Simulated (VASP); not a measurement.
Consider the following.

```yaml
crystal:
  lattice:
    - [0.00000, 2.99236, 2.99236]
    - [2.99236, 0.00000, 2.99236]
    - [2.99236, 2.99236, 0.00000]
  atoms:
    - { symbol: Cu, position: [0.00000, 0.00000, 0.00000] }
    - { symbol: I, position: [0.25000, 0.25000, 0.25000] }
```

All values below come from r2SCAN+rVV10, VASP's PBE PAW potentials (set 64) (plane waves; VASP). Run with 520 eV cut-off, 9×9×9 Γ-centred mesh, tetrahedra with Blöchl corrections, potentials Cu I.

Unless said otherwise, spin-orbit coupling is left out, though it shifts the bands of the heavy elements here.

**Question.** Predict the energy per atom (σ→0), band gap (over mesh and band path) with the smallest direct gap where there is one.

**Answer.** 
```json
{
 "band gap (over mesh and band path)": "1.68 eV",
 "smallest direct gap (over mesh and band path)": "1.68 eV",
 "energy per atom (σ→0)": "-17.620 eV/atom"
}
```

Total energies compare only between runs with the same potentials, cut-off and functional.

The compound is CuI in the zinc blende structure. It was relaxed first.
